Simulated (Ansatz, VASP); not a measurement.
## One calculation of BiO5, two programs

```xyz
6
Lattice="0.0000 3.1537 3.1537 3.1537 0.0000 3.1537 3.1537 3.1537 0.0000" Properties=species:S:1:pos:R:3 pbc="T T T"
Bi    3.1537    3.1537    3.1537
O     5.5365    5.5365    5.5365
O     5.5365    3.9246    3.9246
O     1.5769    1.5769    1.5769
O     3.9246    5.5365    3.9246
O     3.9246    3.9246    5.5365
```

Change from the starting cell: species swapped into the HfNi5 type (F-43m, No. 216).

Alike in both runs: functional PBE; k mesh 10 × 10 × 10; occupations gaussian, width 0.1 eV; no spin polarisation.

Ansatz relaxed the structure, and its values are those at the end. VASP's run is a single point on that final structure, the one shown.

|  | VASP | Ansatz |
| --- | --- | --- |
| version | VASP 6.6.1 | Ansatz 0.2.0 |
| potentials or method | VASP PAW PBE potentials, release 64 (Bi_d, O) | scalar-relativistic, plane waves, PAW |
| plane-wave cutoff (eV) | 520 | 420 |
| valence electrons in the cell | 45 | 45 |

VASP gave:

```
gap on the k mesh at the Fermi level (eV) : none
pressure (GPa)                            : -0.1
rms of the force components (eV/Å)        : 0.008
```

Question: What did Ansatz give for the same quantities?

Answer: gap on the k mesh at the Fermi level (eV): none; pressure (GPa): 0.0; rms of the force components (eV/Å): 0.004.

A gap of «none» marks a metal or a gap that the smearing closes.

Caveats: spin-orbit coupling is left out, which moves the levels of the heavy elements; an odd number of electrons without spin polarisation forces a metal; a magnetic or distorted state may lie lower.
